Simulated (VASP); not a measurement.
BN (wurtzite):

```
BN
1.0
    1.27500    -2.20837     0.00000
    1.27500     2.20837     0.00000
    0.00000     0.00000     4.22000
B N
2 2
Direct
  0.66667   0.33333   0.50000
  0.33333   0.66667   0.00000
  0.66667   0.33333   0.87500
  0.33333   0.66667   0.37500
```

The lowest empty band near K, direction c, from PBE with spin-orbit coupling in VASP (PAW); its two spin partners are averaged. The gap over the points computed is 5.22 eV, and the next band on that side lies 8.15 eV away at the edge.

Numerical set-up: 520 eV cut-off, 11×11×6 Γ-centred mesh, Gaussian smearing of 0.050 eV, potentials B N.

```
distance from the edge in k (1/Å)  distance in energy (meV)
---------------------------------  ------------------------
0.018                                                   4.1
0.025                                                   7.8
0.035                                                  15.3
0.050                                                  31.1
0.070                                                  60.7
```

**Question.** Fit E(1 + αE) = ħ²k²/2m* (ħ²/2m0 = 3.810 eV Å²) and predict the row at 0.095 1/Å.

**Answer.** The rows don't resolve α, so a parabola serves: the electron mass is m* = 0.307 m0, and so 112.0 meV. The run gave 111.4 meV, -0.6 meV from the fit.

Left out are points under 3 meV from the edge, since the levels carry 0.1 meV, and points farther than half the way to the next band.

The compound is BN in the wurtzite structure, a metastable high-pressure form. The cell was not relaxed at this level.
